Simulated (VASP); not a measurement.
Energy against volume of MgF₂ (rutile). All values below come from r2SCAN meta-GGA, VASP's PBE PAW potentials (set 64) (plane waves; VASP). Settings: 520 eV cut-off, 5×5×7 Γ-centred mesh, Gaussian smearing of 0.050 eV, potentials Mg F.

Shape and ions are relaxed at each volume.

```csv
V (Å³/atom),E (eV/atom)
10.076,-7.28918
10.398,-7.30153
10.720,-7.30602
11.041,-7.30386
```

Fit these four points and predict the energy of the run at 11.363 Å³/atom.

A cubic in V^(−2/3), the third-order Birch-Murnaghan form, passes through the four points with V0 = 10.77 Å³/atom and B0 = 108 GPa, and gives -7.2960 eV/atom there. The run gave -7.2961 eV/atom, -0.1 meV/atom from the fit; all five points give B0 = 107 GPa.

The compound is MgF2 in the rutile structure. It was relaxed first.
